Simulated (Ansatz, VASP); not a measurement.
# Sc7SbTe12 (a cell with a defect) in VASP and in Ansatz

```
CELL_PARAMETERS angstrom
0.00000 5.81460 12.30425
4.11115 0.00000 12.30425
4.11115 5.81460 0.00000
ATOMIC_POSITIONS crystal
Sc 0.66799 0.66799 0.83201
Sc 0.83201 0.83201 0.66799
Sc 0.58201 0.58201 0.41799
Sc 0.41799 0.41799 0.58201
Sc 0.50033 0.50033 0.99967
Sc 0.25033 0.25033 0.74967
Sc 0.74967 0.74967 0.25033
Sb 0.99967 0.99967 0.50033
Te 0.49593 0.00407 0.00407
Te 0.00407 0.49593 0.49593
Te 0.75407 0.24593 0.24593
Te 0.24593 0.75407 0.75407
Te 0.83330 0.33320 0.66698
Te 0.33320 0.83330 0.16652
Te 0.16652 0.66698 0.33320
Te 0.66698 0.16652 0.83330
Te 0.41670 0.91680 0.58302
Te 0.91680 0.41670 0.08348
Te 0.08348 0.58302 0.91680
Te 0.58302 0.08348 0.41670
```

Alike in both runs: task electric field gradients; functional PBE; k mesh 3 × 3 × 3; occupations fermi-dirac, width 0.01 eV; no spin polarisation.

```csv
,VASP,Ansatz
version,VASP 6.6.1,Ansatz 0.2.0
potentials or method,"VASP PAW PBE potentials, release 64 (Sc_sv, Sb, Te)","plane-wave PAW, scalar-relativistic"
plane-wave cutoff (eV),520,420
valence electrons in the cell,154,284
```

VASP gave:

* pressure (GPa): 2.9
* largest component of the traceless stress (GPa): 0.31
* rms of the force components (eV/Å): 0.200
* Vzz of the field gradient on the site that differs most (V/Å²): 212.5

What did Ansatz give for the same quantities?

Pressure (GPa): 2.8; largest component of the traceless stress (GPa): 0.30; rms of the force components (eV/Å): 0.200; Vzz of the field gradient on the site that differs most (V/Å²): 229.1.

The functional is the same, so the differences come from potentials, cutoffs and numerics. The two sets of potentials don't hold the same shells in valence. Ansatz warned: «gradients_without_spin_orbit».

Caveats: spin-orbit coupling is left out, which moves the levels of the heavy elements. Expect the measured gap to be larger: semilocal functionals such as PBE lack the derivative discontinuity.
